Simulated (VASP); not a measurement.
A cell of Tb (hcp) near equilibrium:

```yaml
crystal:
  lattice:
    - [1.83569, -3.17951, 0.00000]
    - [1.83569, 3.17951, 0.00000]
    - [0.00000, 0.00000, 5.60365]
  atoms:
    - { symbol: Tb, position: [0.33333, 0.66667, 0.25000] }
    - { symbol: Tb, position: [0.66667, 0.33333, 0.75000] }
```

All values below come from r2SCAN meta-GGA, VASP's PBE PAW potentials (set 64) (plane waves; VASP).

The 4f electrons are frozen in the core of the lanthanide potential, so 4f levels, which can set the real gap, and their magnetism are missing.

```csv
run,ΔE (meV/atom),σxx,σyy,σzz,"largest shear component, with its sign (GPa)",largest force (eV/Å)
as it is,0.0,-0.02,-0.02,-0.02,0.00,0.000
after one change,0.8,-0.26,-0.83,-0.25,0.00,0.008
```
Stress is in GPa, positive when the cell is compressed.

**Question.** Name the change that produced these shifts.
(A) uniaxial strain of +1.0 % along y with the ions relaxed
(B) atom 1 (Tb) moved by 0.150 Å along z
(C) atom 1 (Tb) moved by -0.050 Å along y
(D) atom 1 (Tb) moved by -0.050 Å along z

**Answer.** A, uniaxial strain of +1.0 % along y with the ions relaxed

The compound is Tb in the hcp structure.
